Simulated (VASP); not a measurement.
Data:

```
CELL_PARAMETERS angstrom
      1.88495    -3.26484     0.00000
      1.88495     3.26484     0.00000
      0.00000     0.00000    12.12361
ATOMIC_POSITIONS crystal
  La 0.00000 0.00000 0.50000
  La 0.00000 0.00000 0.00000
  La 0.33333 0.66667 0.25000
  La 0.66667 0.33333 0.75000
```

The numbers are results of r2SCAN meta-GGA, VASP's PBE PAW potentials (set 64) (plane waves; VASP), not measurements. Run with 520 eV cut-off, 11×11×3 Γ-centred mesh, tetrahedra with Blöchl corrections, potentials La.

### Question
Give the energies of bands 17 to 25 at the high-symmetry points, in eV from the Fermi level.

### Answer

| band | Γ | M | K | A | L | H |
|---|---|---|---|---|---|---|
| 17 | -3.36 | -2.04 | -1.00 | -2.88 | -1.76 | -1.17 |
| 18 | -1.97 | -1.93 | -1.00 | -2.88 | -1.76 | -1.17 |
| 19 | -1.96 | -1.64 | -0.62 | -1.76 | -1.46 | -0.35 |
| 20 | -1.84 | -1.12 | -0.55 | -1.76 | -1.46 | -0.35 |
| 21 | 0.49 | -0.71 | -0.55 | 0.89 | -1.15 | -0.11 |
| 22 | 0.65 | -0.32 | -0.05 | 0.89 | -1.15 | -0.11 |
| 23 | 1.36 | -0.26 | 0.09 | 1.30 | 0.71 | -0.09 |
| 24 | 1.40 | 0.48 | 0.09 | 1.30 | 0.71 | -0.09 |
| 25 | 1.45 | 1.00 | 0.94 | 1.43 | 1.36 | 0.89 |

It has no gap at this level: it comes out as a metal or semimetal.

The compound is La in the dhcp structure. It was relaxed first.
